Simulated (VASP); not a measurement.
VASP ran on this input.

KPOINTS:
```
Automatic mesh
0
Gamma
8 8 8
0.5 0.5 0.5
```

INCAR:
```
! general
SYSTEM   =  ZrN
PREC     =  Accurate
ENCUT    =  400
LREAL    =  .False.
LASPH    =  .True.

! electronic loop
EDIFF    =  1E-6
NELM     =  100
ALGO     =  Normal
LMAXMIX  =  4

! smearing
ISMEAR   =  0
SIGMA    =  0.05

! ions
ISIF     =  2

! output
LWAVE    =  .False.
LCHARG   =  .False.
```

**POSCAR**
```
ZrN
1
    0.0000000000     2.3316620000     2.3316620000
    2.3316620000     0.0000000000     2.3316620000
    2.3316620000     2.3316620000     0.0000000000
Zr N
1 1
Direct
  0.5000000000   0.5000000000   0.5000000000
  0.0000000000   0.0000000000   0.0000000000
```

POTCAR, in this order: Zr_sv N (LDA.64 set). Program: vasp_std.

### Question
Translate this LDA calculation to Ansatz.

### Answer
One equivalent input (not run):
Ansatz 0.2 input:
```yaml
crystal:
  lattice:
    - [0.0000000, 2.3316620, 2.3316620]
    - [2.3316620, 0.0000000, 2.3316620]
    - [2.3316620, 2.3316620, 0.0000000]
  atoms:
    - { symbol: Zr, position: [0.5000000, 0.5000000, 0.5000000] }
    - { symbol: N, position: [0.0000000, 0.0000000, 0.0000000] }
kpoints:
  mp_grid: { grid: [8, 8, 8], shift: [0.5, 0.5, 0.5] }
hamiltonian:
  xc: lda
  pseudopotentials: { kind: paw }
scf:
  occupations: { method: gaussian, width: 0.05 }
  max_iter: 100
output: { forces: true, stress: true, eigenvalues: true }
```
Limits of the translation: each code has its own PAW files, so the cut-off isn't converted (ENCUT is set for VASP's; basis.ecutwfc is left out, and Ansatz then takes the one that its files recommend); Ansatz stops its SCF on the density residual and VASP on the energy change (EDIFF); Ansatz's lda is the Perdew-Wang form, while the LDA potentials of VASP carry Perdew-Zunger's.

The structure comes from a computed database's ZrN entry; how it stands against other phases isn't given here. The cell was not relaxed at this level.
